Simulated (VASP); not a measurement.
Given:

```
ZnSe
1.0
    0.00000     2.86715     2.86715
    2.86715     0.00000     2.86715
    2.86715     2.86715     0.00000
Zn Se
1 1
Direct
  0.00000   0.00000   0.00000
  0.25000   0.25000   0.25000
```

Method: PBE GGA, VASP's PBE PAW potentials (set 64) (plane waves; VASP). Settings: 400 eV cut-off, 9×9×9 Γ-centred mesh, tetrahedra with Blöchl corrections, potentials Zn Se.

Q: Predict the energy per atom (σ→0), band gap (on the k-mesh) with the smallest direct gap where there is one.

A: 
```json
{
  "band gap (on the k-mesh)": "1.15 eV",
  "smallest direct gap (on the k-mesh)": "1.15 eV",
  "energy per atom (σ→0)": "-3.016 eV/atom"
}
```

Only differences to runs with the same potentials and settings are physical.

The compound is ZnSe in the zinc blende structure. It was relaxed first.
